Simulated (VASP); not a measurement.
Consider the following.

```yaml
crystal:
  lattice:
    - [0.00000, 2.99582, 2.99582]
    - [2.99582, 0.00000, 2.99582]
    - [2.99582, 2.99582, 0.00000]
  atoms:
    - { symbol: Mg, position: [0.00000, 0.00000, 0.00000] }
    - { symbol: Se, position: [0.25000, 0.25000, 0.25000] }
```

All values below come from HSE06 screened hybrid, VASP's PBE PAW potentials (set 64) (plane waves; VASP 6.6.1). Run with 400 eV cut-off, 6×6×6 Γ-centred mesh, Gaussian smearing of 0.050 eV, potentials Mg Se.

Task: Give the stress tensor in GPa (positive for a compressed cell).

Result: 
```
-1.13   0.00   0.00
 0.00  -1.13   0.00
 0.00   0.00  -1.13
```
The pressure is its mean diagonal, -1.13 GPa.

The structure comes from a computed database's MgSe entry (F-43m); how it stands against other phases isn't given here. It was relaxed first. The cell's shape comes from a PBE relaxation.
